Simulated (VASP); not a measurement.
```
CELL_PARAMETERS angstrom
      0.00000     2.94229     2.94229
      2.94229     0.00000     2.94229
      2.94229     2.94229     0.00000
ATOMIC_POSITIONS crystal
  Li 0.25000 0.25000 0.25000
  Li 0.75000 0.75000 0.75000
  Se 0.00000 0.00000 0.00000
```

Calculation: PBE GGA with D3 dispersion (zero damping), VASP's PBE PAW potentials (set 64) (plane waves; VASP). Numerical set-up: 520 eV cut-off, Gaussian smearing of 0.050 eV, potentials Li_sv Se.

Problem. Give the energies of bands 4 to 9 at the high-symmetry points, in eV from the valence-band maximum.

Solution. 
```csv
band,Γ,X,U,L,W
4,0.00,-2.42,-2.26,-3.11,-2.03
5,0.00,-1.56,-2.20,-0.57,-2.03
6,0.00,-1.56,-1.28,-0.57,-1.92
7,3.65,2.92,4.12,5.37,5.22
8,5.65,6.34,7.46,5.99,6.56
9,5.65,10.72,8.76,5.99,8.27
```

The gap is indirect, 2.92 eV, from the valence maximum at Γ to the conduction minimum at X.

The compound is Li2Se in the antifluorite structure. It was relaxed first, which changed the volume by -6 %.
